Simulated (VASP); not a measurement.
An input for Ansatz (written as the equivalent of a VASP run, and not itself run):

Ansatz 0.2 input:
```yaml
crystal:
  lattice:
    - [2.0036534, 1.1568101, 8.4486257]
    - [-2.0036534, 1.1568101, 8.4486257]
    - [0.0000000, -2.3136201, 8.4486257]
  atoms:
    - { symbol: In, position: [0.1108260, 0.1108260, 0.1108260] }
    - { symbol: In, position: [0.0013642, 0.0013642, 0.0013642] }
    - { symbol: Se, position: [0.6175169, 0.6175169, 0.6175169] }
    - { symbol: Se, position: [0.8279930, 0.8279930, 0.8279930] }
kpoints:
  mp_grid: { grid: [7, 7, 7] }
hamiltonian:
  xc: pbesol
  pseudopotentials: { kind: paw }
scf:
  occupations: { method: tetrahedron }
  max_iter: 100
output: { forces: true, stress: true, eigenvalues: true }
```

### Question
Translate this input to VASP (INCAR, KPOINTS, POSCAR, choice of POTCAR).

### Answer
One answer among several that fit: 
### INCAR
```
ALGO  =  Normal
EDIFF  =  1E-7
ENCUT  =  400
GGA  =  PS
ISIF  =  2
ISMEAR  =  -5
LASPH  =  .TRUE.
LCHARG  =  .TRUE.
LEFG  =  .TRUE.
LMAXMIX  =  4
LORBIT  =  11
LREAL  =  .FALSE.
LWAVE  =  .FALSE.
NEDOS  =  601
NELM  =  100
PREC  =  Accurate
SYSTEM  =  InSe
```

File KPOINTS:
```
kpoints
0
Gamma
7 7 7
```

### POSCAR
```
InSe
1
    2.0036534402     1.1568100662     8.4486257106
   -2.0036534402     1.1568100662     8.4486257106
    0.0000000000    -2.3136201325     8.4486257106
In Se
2 2
Direct
  0.1108259957   0.1108259957   0.1108259957
  0.0013641553   0.0013641553   0.0013641553
  0.6175168549   0.6175168549   0.6175168549
  0.8279929941   0.8279929941   0.8279929941
```

POTCAR, in this order: In_d Se (PBE.64 set). Program: vasp_std.

The two are equivalent in intent, not identical: each code has its own PAW files, so the cut-off isn't converted (ENCUT is set for VASP's; basis.ecutwfc is left out, and Ansatz then takes the one that its files recommend); Ansatz stops its SCF on the density residual and VASP on the energy change (EDIFF); the field gradients of LEFG aren't asked of the other code.

The structure comes from a computed database's InSe entry (R3m); how it stands against other phases isn't given here. It was relaxed first.
